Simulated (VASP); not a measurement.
Here is the system:

```
VSi
1.0
    3.73164     0.00000     0.00000
   -1.86582     3.23169     0.00000
    0.00000     0.00000     5.20099
V Si
2 2
Direct
  0.00000   0.00000   0.00000
  0.00000   0.00000   0.50000
  0.33333   0.66667   0.25000
  0.66667   0.33333   0.75000
```
Starting moments (μB, in the order of the record's atoms V V Si Si): 2.0 2.0 0.0 0.0.

These are PBE GGA, VASP's PBE PAW potentials (set 64) (plane waves; VASP) values and carry that method's errors. Run with 300 eV cut-off, 6×6×4 Γ-centred mesh, Gaussian smearing of 0.10 eV, potentials V_sv Si.

At this cut-off the stress carries a Pulay error, which pulls relaxed volumes low.

**Question.** Give the stress tensor in GPa (positive for a compressed cell).

**Answer.** 
```
-5.79   0.00   0.00
 0.00  -5.79   0.00
 0.00   0.00  11.53
```
The pressure is its mean diagonal, -0.01 GPa.

The structure was generated: VSi was put into an ordered model structure, which need not be its known phase. The cell was not relaxed at this level. The k-mesh is coarse (spacing up to 0.32 per Å, 2π included), so the numbers may not be converged in it.
